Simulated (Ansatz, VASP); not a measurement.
## Au3Si: energy against volume and a worked fit

The structure is cubic, space group Fm-3m (No. 225). Conventional cell: a = 6.571 Å, b = 6.571 Å, c = 6.571 Å, α = 90.00°, β = 90.00°, γ = 90.00°. Au (site symmetry m-3m) has 8 Au at 2.85 Å as nearest neighbours. Around Au (site symmetry -43m) lie 4 Si at 2.85 Å and 4 Au at 2.85 Å. Around Si (site symmetry m-3m) lie 8 Au at 2.85 Å.

The cell comes from a database or a generator and needn't be the stable form of this composition.

The cell was scaled at fixed shape and fractions and run with Ansatz, Ansatz PAW, cutoff 420 eV; PBE, k mesh 7 × 7 × 7 on the cell of 4 atoms, fermi-dirac occupations of 0.05 eV, no spin polarisation, no spin-orbit coupling. Energies are those that the program minimises, any entropy of the smearing included. For a metal such a mesh isn't converged to the digits shown.

```tsv
V (Å³/atom)	energy over the lowest row (meV/atom)
16.6723	20.14
17.0270	?
17.3817	0.40
17.7365	0.00
18.0912	4.89
18.4459	14.40
18.8007	27.93
```

**Question.** Fit the third-order Birch-Murnaghan form, give V0, B0 and B′, and predict the energy left open.

**Answer.** With y = (V0/V)^(2/3), E = E0 + (9 V0 B0/16) [(y - 1)³ B′ + (y - 1)² (6 - 4y)]. Least squares through the rows shown give V0 = 17.5819 Å³/atom, E0 = -0.52 meV, B0 = 125.1 GPa (1 eV/Å³ = 160.218 GPa) and B′ = 5.62, with a largest miss of 0.01 meV. At V = 17.0270 the form with these constants gives 6.82 meV; the run gave 6.83 meV an atom. Other set-ups at this level, from all their volumes (Å³/atom, GPa): VASP, PBE PAW files Au, Si, 520 eV: V0 17.566, B0 124.8.
